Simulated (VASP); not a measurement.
VASP input:

### KPOINTS
```
Automatic mesh
0
Gamma
8 8 4
0 0 0
```

### INCAR
```
ALGO = Normal
EDIFF = 1E-6
EDIFFG = -0.02
ENCUT = 400
IBRION = 2
ISIF = 3
ISMEAR = 1
LASPH = .TRUE.
LCHARG = .FALSE.
LMAXMIX = 4
LMIXTAU = .TRUE.
LREAL = .FALSE.
LWAVE = .FALSE.
METAGGA = R2SCAN
NELM = 100
NSW = 60
PREC = Accurate
SIGMA = 0.1
SYSTEM = InAs
```

File POSCAR:
```
InAs
1
    4.2985832997     0.0000000000     0.0000000000
   -2.1492916498     3.7226824113     0.0000000000
    0.0000000000     0.0000000000     7.0644241515
In As
2 2
Direct
  0.6666670000   0.3333330000   0.5006591992
  0.3333330000   0.6666670000   0.0006591992
  0.6666670000   0.3333330000   0.8748408008
  0.3333330000   0.6666670000   0.3748408008
```

POTCAR, in this order: In_d As (PBE.64 set). Program: vasp_std.

Question: Write an equivalent input for Ansatz.

Answer: One equivalent input (not run):
Ansatz 0.2 input:
```yaml
crystal:
  lattice:
    - [4.2985833, 0.0000000, 0.0000000]
    - [-2.1492916, 3.7226824, 0.0000000]
    - [0.0000000, 0.0000000, 7.0644242]
  atoms:
    - { symbol: In, position: [0.6666670, 0.3333330, 0.5006592] }
    - { symbol: In, position: [0.3333330, 0.6666670, 0.0006592] }
    - { symbol: As, position: [0.6666670, 0.3333330, 0.8748408] }
    - { symbol: As, position: [0.3333330, 0.6666670, 0.3748408] }
kpoints:
  mp_grid: { grid: [8, 8, 4] }
hamiltonian:
  xc: r2scan
  pseudopotentials: { kind: paw }
scf:
  occupations: { method: methfessel_paxton, width: 0.1 }
  max_iter: 100
relax:
  max_steps: 60
  f_tol: 0.02
  cell: {}
output: { forces: true, stress: true, eigenvalues: true }
```
What does not carry over: each code has its own PAW files, so the cut-off isn't converted (ENCUT is set for VASP's; basis.ecutwfc is left out, and Ansatz then takes the one that its files recommend); Ansatz stops its SCF on the density residual and VASP on the energy change (EDIFF).

The structure comes from a computed database's InAs entry (P6_3mc); how it stands against other phases isn't given here. This run relaxes it. Symmetry was kept, so distortions that lower it aren't found. The start is the result of an earlier pass.
